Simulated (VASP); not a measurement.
Here is a VASP 6.6.1 calculation.

File INCAR:

```
PREC     = Accurate       # precision mode
ENCUT    = 520            # plane-wave cutoff, eV
EDIFF    = 1E-7           # SCF threshold, eV
ISMEAR   = 0              # smearing method
SIGMA    = 0.1            # smearing width, eV
LREAL    = F              # projectors in reciprocal space
LASPH    = T              # aspherical terms in the spheres
NELM     = 100            # most SCF steps
ALGO     = Fast           # electronic algorithm
ISIF     = 2              # what is computed and relaxed
LWAVE    = F              # write WAVECAR
LCHARG   = F              # write CHGCAR
GGA      = PE             # functional
NBANDS   = 19             # bands
```

File KPOINTS:

```
regular mesh
0
Gamma
  6 6 4
```

Contents of POSCAR:

```
Ba2C
1.0
    4.0890000000      0.0000000000      0.0000000000
   -2.0445000000      3.5411778800      0.0000000000
    0.0000000000      0.0000000000      7.0221517400
Ba C
2 1
Direct
    0.3333333300      0.6666666700      0.7398479200
    0.6666666700      0.3333333300      0.2601520800
    0.0000000000      0.0000000000      0.5000000000
```

Potentials or basis: VASP PAW PBE potentials, release 64 (Ba_sv, C).

Command:

```console
$ cat potpaw_PBE.64/Ba_sv/POTCAR potpaw_PBE.64/C/POTCAR > POTCAR
$ mpirun -np 1 vasp_std > vasp.out
```

(1) Predict the band gap on the k mesh.

(2) What does it give for the pressure?

(3) Estimate the largest force.

Answers

(1) none (metal or under the smearing width).

(2) -0.4 GPa.

(3) 1.204 eV/Å.

Caveat: forces of over 1 eV/Å show positions far from the minimum, so gaps and moduli don't describe the material at rest.
